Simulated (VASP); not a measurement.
Set up this calculation in VASP 6.6.1, as the native input.

- Task: single point
- Functional: LDA
- Potentials or basis: VASP PAW LDA potentials, release 64 (In_d, As)
- Cutoff: 520 eV
- k mesh: 12 × 12 × 12
- Occupations: gaussian, width 0.1 eV
- Spin: no spin polarisation
- Dipole correction: no
- Further INCAR settings: ALGO = Normal; EDIFF = 1e-06; NBANDS = 16

The structure of InAs lies in POSCAR:

```
InAs
1.0
    0.0000000000      3.0130550074      3.0130550074
    3.0130550074      0.0000000000      3.0130550074
    3.0130550074      3.0130550074      0.0000000000
In As
1 1
Direct
    0.0000000000      0.0000000000      0.0000000000
    0.7500000000      0.7500000000      0.7500000000
```

One way to write it, as run:

INCAR

```
  ALGO = Normal
  EDIFF = 1E-6
  ENCUT = 520
  GGA = CA
  ISIF = 2
  ISMEAR = 0
  LASPH = T
  LCHARG = T
  LELF = T
  LREAL = F
  LVHAR = T
  LWAVE = F
  NBANDS = 16
  NELM = 100
  PREC = Accurate
  SIGMA = 0.1
```

KPOINTS

```
k-points
0
Gamma
  12 12 12
```

Potentials or basis: VASP PAW LDA potentials, release 64 (In_d, As).

Launch:

```bash
$ cat potpaw_LDA.64/In_d/POTCAR potpaw_LDA.64/As/POTCAR > POTCAR
$ mpirun -np 1 vasp_std > vasp.out
```

It gave:

```yaml
Pressure: 0.1 GPa
Band_gap_on_the_k_mesh: none (metal or under the smearing width)
```

Caveat: this crystal is a semiconductor, whose small gap the functional closes, so the metal is an error of the method.

Wall time 17 s on 1 thread of Intel(R) Xeon(R) 6975P-C (Granite Rapids), with other jobs on the host, peak memory 0.19 GiB.
